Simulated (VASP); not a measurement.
Level of theory: PBE GGA, VASP's PBE PAW potentials (set 64) (plane waves; VASP 6.6.1).

The input files of a VASP run:

File POSCAR:
```
Be2Ge
1
    3.3816690000     0.0000000000     0.0000000000
   -1.6908350000     2.9286110000     0.0000000000
    0.0000000000     0.0000000000     5.4553340000
Ge Be
1 2
Direct
  0.0189830000   0.0017150000   0.0099200000
  0.3340990000   0.6768820000   0.2436290000
  0.6469170000   0.3214030000   0.7464520000
```

**INCAR**
```
SYSTEM = Be2Ge
PREC = Accurate
ENCUT = 300
EDIFF = 1E-6
NELM = 100
ALGO = Normal
LREAL = .FALSE.
LASPH = .TRUE.
ISMEAR = -1
SIGMA = 0.05
GGA = PE
LMAXMIX = 4
LWAVE = .FALSE.
LCHARG = .FALSE.
ISIF = 2
```

KPOINTS:
```
Automatic mesh
0
Gamma
6 6 3
0 0 0
```

POTCAR, in this order: Ge_d Be (PBE.64 set). Program: vasp_std.

The run wrote:

OUTCAR:
```
 ion  position               nearest neighbor table
   1  0.019  0.002  0.010-   2 2.27   3 2.33   2 2.35   2 2.38   3 2.46   3 2.49
   2  0.334  0.677  0.244-   1 2.27   1 2.35   1 2.38
   3  0.647  0.321  0.746-   1 2.33   1 2.46   1 2.49
  LATTYP: Found a hexagonal cell.
 ALAT       =     3.3816690000
 C/A-ratio  =     1.6132075611
 Subroutine PRICEL returns:
 Original cell was already a primitive cell.
 Subroutine GETGRP returns: Found  1 space group operations
The static configuration has the point symmetry C_1 .
The dynamic configuration has the point symmetry C_1 .
 Subroutine INISYM returns: Found  1 space group operations
 Subroutine IBZKPT returns following result:
 Found     56 irreducible k-points:

 Following reciprocal coordinates:
            Coordinates               Weight
  0.000000  0.000000  0.000000      1.000000
  0.166667  0.000000  0.000000      2.000000
  0.000000  0.166667  0.000000      2.000000
 -0.166667  0.166667  0.000000      2.000000
  0.333333  0.000000  0.000000      2.000000
  0.000000  0.333333  0.000000      2.000000
 -0.333333  0.333333  0.000000      2.000000
...
```

OSZICAR:
```
       N       E                     dE             d eps       ncg     rms          rms(c)
DAV:   1     0.699190225221E+02    0.69919E+02   -0.70645E+03  1486   0.188E+03
DAV:   2    -0.957916998534E+00   -0.70877E+02   -0.68851E+02  1531   0.354E+02
DAV:   3    -0.899075793014E+01   -0.80328E+01   -0.79168E+01  1801   0.883E+01
DAV:   4    -0.916773574115E+01   -0.17698E+00   -0.17660E+00  1716   0.147E+01
DAV:   5    -0.917080598774E+01   -0.30702E-02   -0.30699E-02  1829   0.197E+00    0.307E+00
DAV:   6    -0.877095967908E+01    0.39985E+00   -0.73606E-01  1746   0.346E+00    0.124E+00
DAV:   7    -0.875768455558E+01    0.13275E-01   -0.58504E-02  1756   0.342E+00    0.733E-01
DAV:   8    -0.875419087832E+01    0.34937E-02   -0.22708E-02  1756   0.210E+00    0.105E-01
DAV:   9    -0.875388542651E+01    0.30545E-03   -0.20947E-03  1851   0.793E-01    0.596E-02
DAV:  10    -0.875393241967E+01   -0.46993E-04   -0.18593E-04  1626   0.165E-01    0.217E-02
DAV:  11    -0.875392795191E+01    0.44678E-05   -0.32677E-05  1666   0.607E-02    0.824E-03
DAV:  12    -0.875392815426E+01   -0.20234E-06   -0.38213E-06  1726   0.146E-02
   1 F= -.87539282E+01 E0= -.87414483E+01  d E =-.249597E-01
```

OUTCAR:
```
------------------------ aborting loop because EDIFF is reached ----------------------------------------
  FORCE on cell =-STRESS in cart. coord.  units (eV):
  Direction    XX          YY          ZZ          XY          YZ          ZX
  --------------------------------------------------------------------------------------
  Total       -1.6045445     -2.1005359     -2.3128036     -0.0587341     -0.2569150      0.0160947
  in kB      -47.5826058    -62.2911795    -68.5859574     -1.7417544     -7.6187882      0.4772871
  external PRESSURE =     -59.4865809 kB  Pullay stress =       0.0000000 kB
  volume of cell :       54.03
      direct lattice vectors                 reciprocal lattice vectors
     3.381669000  0.000000000  0.000000000     0.295711969  0.170729451  0.000000000
    -1.690835000  2.928611000  0.000000000     0.000000000  0.341458801  0.000000000
     0.000000000  0.000000000  5.455334000     0.000000000  0.000000000  0.183306833
 POSITION                                       TOTAL-FORCE (eV/Angst)
 -----------------------------------------------------------------------------------
      0.06129      0.00502      0.05412        -0.440402      0.003372     -0.410484
     -0.01468      1.98232      1.32908         0.254994     -0.065265      0.878633
      1.64422      0.94126      4.07214         0.185408      0.061893     -0.468148
 -----------------------------------------------------------------------------------
    total drift:                                0.000950     -0.000302     -0.001681
  FREE ENERGIE OF THE ION-ELECTRON SYSTEM (eV)
  ---------------------------------------------------
  free  energy   TOTEN  =        -8.7539281543 eV

  energy  without entropy=       -8.7289684822  energy(sigma->0) =       -8.74144832
```
(Selected blocks of OUTCAR.)

At this cut-off the stress carries a Pulay error, which pulls relaxed volumes low.

The structure was generated: Be2Ge was put into an ordered model structure, which need not be its known phase. The cell was not relaxed at this level, atoms are displaced from their ideal sites. The k-mesh is coarse (spacing up to 0.38 per Å, 2π included), so the numbers may not be converged in it.
